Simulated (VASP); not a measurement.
Given:

```
K2S
1.0
    0.00000     3.72487     3.72487
    3.72487     0.00000     3.72487
    3.72487     3.72487     0.00000
K S
2 1
Cartesian
  1.86243   1.86243   1.86243
  5.58730   5.58730   5.58730
  3.72487   0.00000   3.72487
```

Computed with PW91 GGA, VASP's PBE PAW potentials (set 64) (plane waves; VASP). Settings: 520 eV cut-off, 6×6×6 Γ-centred mesh, tetrahedra with Blöchl corrections, potentials K_sv S.

### Question
What does the run give for the energy per atom (σ→0), band gap (on the k-mesh) with the smallest direct gap where there is one?

### Answer

```yaml
band gap (on the k-mesh): 2.36 eV
smallest direct gap (on the k-mesh): 2.54 eV
energy per atom (σ→0): -3.174 eV/atom
```

Only differences to runs with the same potentials and settings are physical.

The compound is K2S in the antifluorite structure. It was relaxed first.
